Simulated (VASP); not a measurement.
## LaBr4: single point with PBE

LaBr4:

```
Br La
1.0
     4.34870    4.56644    0.00000
     4.34870   -4.56644    0.00000
     0.00000    0.00000   -3.90500
Br La
4 1
Direct
  0.18940 0.81060 0.50000
  0.81060 0.18940 0.50000
  0.28520 0.28520 0.00000
  0.71480 0.71480 0.00000
  0.00000 0.00000 0.00000
```

The cell was built by a generator and needn't be a form met in nature.

```yaml
Program: VASP 6.6.1
Task: single point
Functional: PBE
Potentials_or_basis: VASP PAW PBE potentials, release 64 (Br, La)
Cutoff: 520 eV
k_mesh: 3 × 3 × 5
Occupations: fermi-dirac, width 0.0599 eV
Spin: no spin polarisation
Dipole_correction: no
Further_INCAR_settings: ALGO = Normal; EDIFF = 1e-06; NBANDS = 28
```

```
Pressure               : 19.7 GPa
Largest force          : 4.256 eV/Å
Band gap on the k mesh : none (metal or under the smearing width)
```

Forces on the atoms (eV/Å):
```
Br   0.000  4.221  0.000
Br   0.000 -4.221  0.000
Br   4.256  0.000  0.000
Br  -4.256  0.000  0.000
La   0.000  0.000  0.000
```

Stress tensor (GPa, compression positive):
```
20.15  0.00  0.00
 0.00 16.21  0.00
 0.00  0.00 22.77
```

Levels at points of the mesh, in eV from the Fermi level:
| k point | band 15 | band 16 | band 17 | band 18 | band 19 | band 20 | band 21 | band 22 | band 23 | band 24 |
| --- | --- | --- | --- | --- | --- | --- | --- | --- | --- | --- |
| (0.00, 0.00, 0.00) | -0.66 | -0.62 | -0.35 | -0.19 | 0.18 | 0.31 | 4.15 | 5.39 | 5.58 | 5.71 |

Wall time 73 s on 1 thread of AMD EPYC 7R43 64-Core Processor (Zen 3) (shared host), peak memory 0.23 GiB.

Caveat: so large a pressure means that the cell lies far from this level's equilibrium, or that cutoff or potentials fall short; an odd number of electrons without spin polarisation forces a metal; a magnetic or distorted state may lie lower. The run has no spin-orbit coupling, so splittings on La are missing.
